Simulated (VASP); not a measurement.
# Band gap of CdF2 at several levels of theory, part 2 of 3

Aim: the gap of CdF2 on one structure at many levels of theory. The starting structure is a measured crystal structure from the Crystallography Open Database. Cell and atoms stay as given. Meshes and data sets differ where the inputs say so.

VASP 6.6.1.

Results so far: LDA 2.799 eV; PBE 3.071 eV; r2SCAN 3.752 eV.

## (5) Bands with TB-mBJ

Level of this step: TB-mBJ; plane waves and PAW (Cd, F) (VASP).

TB-mBJ is a local potential fitted to gaps: it costs far less than a hybrid but gives no energy. Its energies, forces and stress mean nothing.

Input file INCAR:

```
SYSTEM = CdF2
PREC = Accurate
ENCUT = 460
EDIFF = 1E-06
NELM = 150
ISMEAR = 0
SIGMA = 0.03
LREAL = .FALSE.
ALGO = Normal
METAGGA = MBJ
LASPH = .TRUE.
NBANDS = 26
LORBIT = 11
LWAVE = .FALSE.
LCHARG = .FALSE.
KPAR = 4
```

Input file POSCAR:

```
CdF2
1.0
    0.0000000000      2.6940000000      2.6940000000
    2.6940000000      0.0000000000      2.6940000000
    2.6940000000      2.6940000000      0.0000000000
Cd F
1 2
Direct
    0.0000000000      0.0000000000      0.0000000000
    0.7500000000      0.7500000000      0.7500000000
    0.2500000000      0.2500000000      0.2500000000
```

Input file KPOINTS:

```
Automatic mesh
0
Gamma
8 8 8
0 0 0
```

Input file KPOINTS_OPT:

```
Line mode
10
Line-mode
Reciprocal
  0.00000000   0.00000000   0.00000000 GAMMA
  0.50000000   0.00000000   0.50000000 X

  0.50000000   0.00000000   0.50000000 X
  0.50000000   0.25000000   0.75000000 W

  0.50000000   0.25000000   0.75000000 W
  0.37500000   0.37500000   0.75000000 K

  0.37500000   0.37500000   0.75000000 K
  0.00000000   0.00000000   0.00000000 GAMMA

  0.00000000   0.00000000   0.00000000 GAMMA
  0.50000000   0.50000000   0.50000000 L

  0.50000000   0.50000000   0.50000000 L
  0.62500000   0.25000000   0.62500000 U

  0.62500000   0.25000000   0.62500000 U
  0.50000000   0.25000000   0.75000000 W

  0.50000000   0.25000000   0.75000000 W
  0.50000000   0.50000000   0.50000000 L

  0.50000000   0.50000000   0.50000000 L
  0.37500000   0.37500000   0.75000000 K

  0.62500000   0.25000000   0.62500000 U
  0.50000000   0.00000000   0.50000000 X
```

Potentials, in the order of the species: Cd and F (PBE family, release 64).

The run is started by

```bash
$ mpirun -np 4 vasp_std
```

The log of the run:

```text
[banner, memory and clock lines left out]
running    4 mpi-ranks, on    1 nodes
[...]
[... a notice as in an earlier step ...]

 LDA part: xc-table for (None), standard interpolation
 POSCAR, INCAR and KPOINTS ok, starting setup
[...]
entering main loop
       N       E                     dE             d eps       ncg     rms          rms(c)
DAV:   1     0.483382202769E+03    0.48338E+03   -0.13505E+04  1564   0.918E+02
DAV:   2     0.296235050926E+03   -0.18715E+03   -0.17557E+03  1778   0.271E+02
DAV:   3     0.288786823048E+03   -0.74482E+01   -0.74153E+01  1706   0.572E+01
DAV:   4     0.288757247898E+03   -0.29575E-01   -0.29573E-01  1678   0.377E+00
[...]
DAV:  54     0.293468097296E+03   -0.10284E-05   -0.73438E-13   766   0.128E-05    0.429E-06
DAV:  55     0.293468099105E+03    0.18091E-05   -0.49751E-13   762   0.479E-06    0.389E-06
DAV:  56     0.293468098922E+03   -0.18295E-06    0.31268E-12   766   0.517E-06
   1 F= 0.29346810E+03 E0= 0.29346810E+03  d E =-.107904E-44
 Start KPOINTS_OPT (optional k-point list driver)
k-point batch [1-29\100]
       N       E                     dE             ncg
DAV:   1     0.211232058440E+04   -0.20673E+05     1548
DAV:   2    -0.365673341760E+04   -0.57691E+04     1740
DAV:   3    -0.386687701073E+04   -0.21014E+03     1784
DAV:   4    -0.386781983468E+04   -0.94282E+00     1806
DAV:   5    -0.386782571165E+04   -0.58770E-02     1784
DAV:   6    -0.386782576968E+04   -0.58034E-04     1842
DAV:   7    -0.386782577034E+04   -0.65519E-06     1358
[...]
k-point batch [88-100\100]
       N       E                     dE             ncg
DAV:   1     0.149277723184E+05   -0.11679E+05      708
DAV:   2     0.124061411392E+05   -0.25216E+04      770
DAV:   3     0.123140396240E+05   -0.92102E+02      818
DAV:   4     0.123136263395E+05   -0.41328E+00      840
DAV:   5     0.123136238529E+05   -0.24866E-02      830
DAV:   6     0.123136238287E+05   -0.24234E-04      838
DAV:   7     0.123136238284E+05   -0.27594E-06      610
```

Wall time 32 s (4 MPI ranks of Intel Xeon 6975P-C (Granite Rapids), shared host); peak memory 0.72 GiB.

From OUTCAR (step 5):

```text
  Total     -100.5023451   -100.5023451   -100.5023451      0.0000000      0.0000000      0.0000000
  in kB    -4117.7882306  -4117.7882306  -4117.7882306      0.0000000      0.0000000      0.0000000
  external PRESSURE =   -4117.7882306 kB  Pullay stress =       0.0000000 kB

 POSITION                                       TOTAL-FORCE (eV/Angst)
 -----------------------------------------------------------------------------------
      0.00000      0.00000      0.00000         0.000000     -0.000000      0.000000
      4.04100      4.04100      4.04100         0.000000      0.000000      0.000000
      1.34700      1.34700      1.34700        -0.000000     -0.000000     -0.000000
 -----------------------------------------------------------------------------------
    total drift:                                0.000000      0.000000      0.000000

  FREE ENERGIE OF THE ION-ELECTRON SYSTEM (eV)
  ---------------------------------------------------
  free  energy   TOTEN  =       293.4680989221 eV

  energy  without entropy=      293.4680989221  energy(sigma->0) =      293.46809892

[... 2 parts as in an earlier step ...]

[... 1 further part left out ...]
[key lines of the parts left out:]
E-fermi :   0.6827
```

TB-mBJ gives a least gap of 6.609 eV, and a least direct gap of 7.026 eV. The least gap is +3.810 eV from that of LDA.

## (6) Bands with LDA + spin-orbit coupling

Spin-orbit coupling is switched on in this step.

Input file INCAR:

```
SYSTEM = CdF2
PREC = Accurate
ENCUT = 460
EDIFF = 1E-06
NELM = 100
ISMEAR = 0
SIGMA = 0.03
LREAL = .FALSE.
ALGO = Normal
GGA = CA
LNONCOLLINEAR = .TRUE.
MAGMOM = 0 0 0 0 0 0 0 0 0
NBANDS = 38
GGA_COMPAT = .FALSE.
LASPH = .TRUE.
LSORBIT = .TRUE.
LORBIT = 11
LWAVE = .FALSE.
LCHARG = .FALSE.
KPAR = 4
```

POSCAR is that of step 5.

KPOINTS is that of step 5.

KPOINTS_OPT is that of step 5.

PAW data sets: Cd and F (LDA family, release 64).

The run is started by

```bash
$ mpirun -np 4 vasp_ncl
```

The log of the run:

```text
[... set-up lines as in an earlier step ...]
 entering main loop
       N       E                     dE             d eps       ncg     rms          rms(c)
DAV:   1     0.212027248672E+03    0.21203E+03   -0.13739E+04  2244   0.127E+03
DAV:   2    -0.230208912178E+01   -0.21433E+03   -0.20402E+03  2396   0.364E+02
DAV:   3    -0.142301197928E+02   -0.11928E+02   -0.11868E+02  2492   0.957E+01
DAV:   4    -0.143023823251E+02   -0.72263E-01   -0.72252E-01  2416   0.786E+00
[...]
DAV:  12    -0.127465897676E+02   -0.83603E-05   -0.15552E-05  2282   0.681E-02    0.198E-02
DAV:  13    -0.127465877164E+02    0.20511E-05   -0.76427E-06  2434   0.392E-02    0.417E-03
DAV:  14    -0.127465879201E+02   -0.20368E-06   -0.88549E-07  1774   0.856E-03
   1 F= -.12746588E+02 E0= -.12746588E+02  d E =-.147062E-16  mag=     0.0000     0.0000    -0.0000
 Start KPOINTS_OPT (optional k-point list driver)
k-point batch [1-29\100]
       N       E                     dE             ncg
DAV:   1     0.991911692638E+03   -0.20426E+05     2244
DAV:   2    -0.511340803997E+04   -0.61053E+04     2414
DAV:   3    -0.544805314772E+04   -0.33465E+03     2468
DAV:   4    -0.544997893798E+04   -0.19258E+01     2402
DAV:   5    -0.544998549435E+04   -0.65564E-02     2468
DAV:   6    -0.544998552778E+04   -0.33434E-04     2404
DAV:   7    -0.544998552796E+04   -0.18365E-06     1710
[...]
k-point batch [88-100\100]
       N       E                     dE             ncg
DAV:   1     0.132675483392E+05   -0.11330E+05     1036
DAV:   2     0.105501415377E+05   -0.27174E+04     1124
DAV:   3     0.104070679908E+05   -0.14307E+03     1096
DAV:   4     0.104063028280E+05   -0.76516E+00     1090
DAV:   5     0.104063003863E+05   -0.24417E-02     1078
DAV:   6     0.104063003742E+05   -0.12151E-04     1090
DAV:   7     0.104063003741E+05   -0.67297E-07      732
```

The job ended after 29 s (4 MPI ranks; peak memory 1.1 GiB).

Parts of OUTCAR (step 6):

```text
  Total       -1.5769675     -1.5769675     -1.5769675     -0.0000000      0.0000000      0.0000000
  in kB      -64.6116084    -64.6116084    -64.6116084     -0.0000000      0.0000000      0.0000000
  external PRESSURE =     -64.6116084 kB  Pullay stress =       0.0000000 kB

  FREE ENERGIE OF THE ION-ELECTRON SYSTEM (eV)
  ---------------------------------------------------
  free  energy   TOTEN  =       -12.7465879201 eV

  energy  without entropy=      -12.7465879201  energy(sigma->0) =      -12.74658792

 magnetization (x)
# of ion       s       p       d       tot
------------------------------------------
    1       -0.000   0.000   0.000   0.000
    2        0.000  -0.000   0.000  -0.000
    3        0.000  -0.000   0.000  -0.000
--------------------------------------------------
tot         -0.000  -0.000   0.000  -0.000

 magnetization (y)
# of ion       s       p       d       tot
------------------------------------------
    1        0.000   0.000   0.000   0.000
    2        0.000  -0.000   0.000  -0.000
    3        0.000  -0.000   0.000  -0.000
--------------------------------------------------
tot          0.000  -0.000   0.000  -0.000

 magnetization (z)
# of ion       s       p       d       tot
------------------------------------------
    1       -0.000   0.000  -0.000  -0.000
    2        0.000   0.000   0.000   0.000
    3        0.000   0.000   0.000   0.000
--------------------------------------------------
tot         -0.000   0.000  -0.000   0.000

[... 2 parts as in an earlier step ...]

[... 2 further parts left out ...]
[key lines of the parts left out:]
E-fermi :  -1.4977
```

LDA + spin-orbit coupling gives a least gap of 2.796 eV, and a least direct gap of 3.192 eV. The least gap is -0.003 eV from that of LDA.

## (7) Bands with r2SCAN + spin-orbit coupling

Changes to INCAR since step 6:

```diff
@@ -9,3 +9,4 @@
 ALGO = Normal
-GGA = CA
+METAGGA = R2SCAN
+LASPH = .TRUE.
 LNONCOLLINEAR = .TRUE.
@@ -14,3 +15,2 @@
 GGA_COMPAT = .FALSE.
-LASPH = .TRUE.
 LSORBIT = .TRUE.
```

POSCAR is that of step 6.

KPOINTS is that of step 6.

KPOINTS_OPT is that of step 6.

PAW data sets: Cd and F (PBE family, release 64).

The run is started by

```bash
$ mpirun -np 4 vasp_ncl
```

The log of the run:

```text
[... set-up lines as in an earlier step ...]
 entering main loop
       N       E                     dE             d eps       ncg     rms          rms(c)
DAV:   1     0.187601840804E+03    0.18760E+03   -0.14007E+04  2244   0.129E+03
DAV:   2    -0.310041978145E+02   -0.21861E+03   -0.20813E+03  2396   0.370E+02
DAV:   3    -0.430971812476E+02   -0.12093E+02   -0.12035E+02  2492   0.972E+01
DAV:   4    -0.431641692625E+02   -0.66988E-01   -0.66979E-01  2416   0.758E+00
[...]
DAV:  14    -0.337510113783E+02    0.74647E-05   -0.12851E-05  2366   0.446E-02    0.208E-02
DAV:  15    -0.337510066469E+02    0.47314E-05   -0.22773E-05  2270   0.503E-02    0.929E-03
DAV:  16    -0.337510063637E+02    0.28317E-06   -0.32508E-07  1544   0.580E-03
   1 F= -.33751006E+02 E0= -.33751006E+02  d E =-.500110E-13  mag=     0.0000     0.0000     0.0000
 Start KPOINTS_OPT (optional k-point list driver)
k-point batch [1-29\100]
       N       E                     dE             ncg
DAV:   1     0.822979257392E+03   -0.20595E+05     2244
DAV:   2    -0.544131575982E+04   -0.62643E+04     2414
DAV:   3    -0.577284122720E+04   -0.33153E+03     2500
DAV:   4    -0.577451536075E+04   -0.16741E+01     2342
DAV:   5    -0.577452061256E+04   -0.52518E-02     2486
DAV:   6    -0.577452063937E+04   -0.26808E-04     2360
DAV:   7    -0.577452063952E+04   -0.15585E-06     1680
[...]
k-point batch [88-100\100]
       N       E                     dE             ncg
DAV:   1     0.131985872768E+05   -0.11399E+05     1028
DAV:   2     0.104048623281E+05   -0.27937E+04     1130
DAV:   3     0.102622404482E+05   -0.14262E+03     1096
DAV:   4     0.102615739996E+05   -0.66645E+00     1084
DAV:   5     0.102615719836E+05   -0.20160E-02     1072
DAV:   6     0.102615719733E+05   -0.10268E-04     1096
DAV:   7     0.102615719733E+05   -0.58633E-07      710
```

Wall time 2.5 min (4 MPI ranks); peak memory 1.3 GiB; 9.1 min of CPU time.

From OUTCAR (step 7):

```text
  Total       -0.1787655     -0.1787655     -0.1787655      0.0000000      0.0000000     -0.0000000
  in kB       -7.3243912     -7.3243912     -7.3243912      0.0000000      0.0000000     -0.0000000
  external PRESSURE =      -7.3243912 kB  Pullay stress =       0.0000000 kB

 POSITION                                       TOTAL-FORCE (eV/Angst)
 -----------------------------------------------------------------------------------
      0.00000      0.00000      0.00000        -0.000000      0.000000      0.000000
      4.04100      4.04100      4.04100         0.000000      0.000000     -0.000000
      1.34700      1.34700      1.34700        -0.000000     -0.000000      0.000000
 -----------------------------------------------------------------------------------
    total drift:                                0.000000      0.000000      0.000000

  FREE ENERGIE OF THE ION-ELECTRON SYSTEM (eV)
  ---------------------------------------------------
  free  energy   TOTEN  =       -33.7510063637 eV

  energy  without entropy=      -33.7510063637  energy(sigma->0) =      -33.75100636

 magnetization (x)
# of ion       s       p       d       tot
------------------------------------------
    1       -0.000  -0.000  -0.000  -0.000
    2       -0.000  -0.000   0.000  -0.000
    3       -0.000   0.000   0.000  -0.000
--------------------------------------------------
tot         -0.000  -0.000  -0.000  -0.000

 magnetization (y)
# of ion       s       p       d       tot
------------------------------------------
    1        0.000  -0.000  -0.000  -0.000
    2        0.000   0.000   0.000   0.000
    3        0.000   0.000   0.000   0.000
--------------------------------------------------
tot          0.000   0.000  -0.000   0.000

 magnetization (z)
# of ion       s       p       d       tot
------------------------------------------
    1        0.000  -0.000   0.000   0.000
    2       -0.000   0.000   0.000  -0.000
    3       -0.000   0.000   0.000  -0.000
--------------------------------------------------
tot         -0.000  -0.000   0.000  -0.000

[... 2 parts as in an earlier step ...]

[... 1 further part left out ...]
[key lines of the parts left out:]
E-fermi :  -1.7263
```

r2SCAN + spin-orbit coupling gives a least gap of 3.748 eV, and a least direct gap of 4.167 eV. The least gap is -0.005 eV from that of r2SCAN.

## (8) Bands with TB-mBJ + spin-orbit coupling

Changes to INCAR since step 7:

```diff
@@ -4,3 +4,3 @@
 EDIFF = 1E-06
-NELM = 100
+NELM = 150
 ISMEAR = 0
@@ -9,3 +9,3 @@
 ALGO = Normal
-METAGGA = R2SCAN
+METAGGA = MBJ
 LASPH = .TRUE.
```

POSCAR is that of step 7.

KPOINTS is that of step 7.

KPOINTS_OPT is that of step 7.

The run is started by

```bash
$ mpirun -np 4 vasp_ncl
```

The log of the run:

```text
[... set-up lines as in an earlier step ...]
 entering main loop
       N       E                     dE             d eps       ncg     rms          rms(c)
DAV:   1     0.513348603050E+03    0.51335E+03   -0.13609E+04  2236   0.127E+03
DAV:   2     0.300904143360E+03   -0.21244E+03   -0.20205E+03  2390   0.361E+02
DAV:   3     0.288807166456E+03   -0.12097E+02   -0.12033E+02  2492   0.954E+01
DAV:   4     0.288732673078E+03   -0.74493E-01   -0.74482E-01  2404   0.785E+00
[...]
DAV:  51     0.293448917302E+03   -0.22602E-05   -0.21758E-12  1102   0.171E-05    0.663E-06
DAV:  52     0.293448914021E+03   -0.32812E-05   -0.25200E-12  1102   0.101E-05    0.883E-06
DAV:  53     0.293448914097E+03    0.76383E-07   -0.22662E-12  1102   0.822E-06
   1 F= 0.29344891E+03 E0= 0.29344891E+03  d E =-.201026E-36  mag=    -0.0000    -0.0000    -0.0000
 Start KPOINTS_OPT (optional k-point list driver)
k-point batch [1-29\100]
       N       E                     dE             ncg
DAV:   1     0.281258637178E+04   -0.18605E+05     2244
DAV:   2    -0.355504853199E+04   -0.63676E+04     2384
DAV:   3    -0.386552424232E+04   -0.31048E+03     2462
DAV:   4    -0.386733546356E+04   -0.18112E+01     2432
DAV:   5    -0.386734654150E+04   -0.11078E-01     2488
DAV:   6    -0.386734665725E+04   -0.11575E-03     2452
DAV:   7    -0.386734665871E+04   -0.14589E-05     1838
DAV:   8    -0.386734665887E+04   -0.16175E-06     1534
[...]
k-point batch [88-100\100]
       N       E                     dE             ncg
DAV:   1     0.140956422694E+05   -0.10502E+05     1020
DAV:   2     0.112550607415E+05   -0.28406E+04     1100
DAV:   3     0.111203386068E+05   -0.13472E+03     1110
DAV:   4     0.111195704743E+05   -0.76813E+00     1078
DAV:   5     0.111195658180E+05   -0.46563E-02     1114
DAV:   6     0.111195657686E+05   -0.49428E-04     1066
DAV:   7     0.111195657680E+05   -0.63147E-06      832
```

The job ended after 1.7 min (4 MPI ranks; peak memory 1.3 GiB; 6.7 min of CPU time).

Parts of OUTCAR (step 8):

```text
  Total     -100.5314583   -100.5314583   -100.5314583      0.0000000      0.0000000      0.0000000
  in kB    -4118.9810614  -4118.9810614  -4118.9810614      0.0000000      0.0000000      0.0000000
  external PRESSURE =   -4118.9810614 kB  Pullay stress =       0.0000000 kB

 POSITION                                       TOTAL-FORCE (eV/Angst)
 -----------------------------------------------------------------------------------
      0.00000      0.00000      0.00000        -0.000000     -0.000000      0.000000
      4.04100      4.04100      4.04100        -0.000000     -0.000000     -0.000000
      1.34700      1.34700      1.34700         0.000000      0.000000      0.000000
 -----------------------------------------------------------------------------------
    total drift:                                0.000000      0.000000      0.000000

  FREE ENERGIE OF THE ION-ELECTRON SYSTEM (eV)
  ---------------------------------------------------
  free  energy   TOTEN  =       293.4489140971 eV

  energy  without entropy=      293.4489140971  energy(sigma->0) =      293.44891410

 magnetization (x)
# of ion       s       p       d       tot
------------------------------------------
    1       -0.000   0.000   0.000  -0.000
    2       -0.000  -0.000   0.000  -0.000
    3        0.000  -0.000   0.000  -0.000
--------------------------------------------------
tot          0.000  -0.000   0.000  -0.000

 magnetization (y)
# of ion       s       p       d       tot
------------------------------------------
    1       -0.000   0.000   0.000  -0.000
    2        0.000  -0.000   0.000  -0.000
    3       -0.000   0.000   0.000  -0.000
--------------------------------------------------
tot         -0.000  -0.000   0.000  -0.000

 magnetization (z)
# of ion       s       p       d       tot
------------------------------------------
    1       -0.000   0.000   0.000  -0.000
    2        0.000  -0.000   0.000  -0.000
    3       -0.000  -0.000   0.000  -0.000
--------------------------------------------------
tot         -0.000  -0.000   0.000  -0.000

[... 2 parts as in an earlier step ...]

[... 1 further part left out ...]
[key lines of the parts left out:]
E-fermi :   0.6602
```

TB-mBJ + spin-orbit coupling gives a least gap of 6.610 eV, and a least direct gap of 6.940 eV. The least gap is +0.000 eV from that of TB-mBJ.

(Part 2 of 3 ends here.)

[Lines on the potential files, build, host, timing and source positions are cut from VASP's logs without a mark.]

[Logs are printed without paths, hosts, clocks, repeated set-up lines and the standing remarks that a program may print on its own settings, such as how far it seeks lower states.]

[Hosts, paths, dates, database ids (printed as entryN), source tags and the programs' standing remarks are cut or masked in the printed files.]
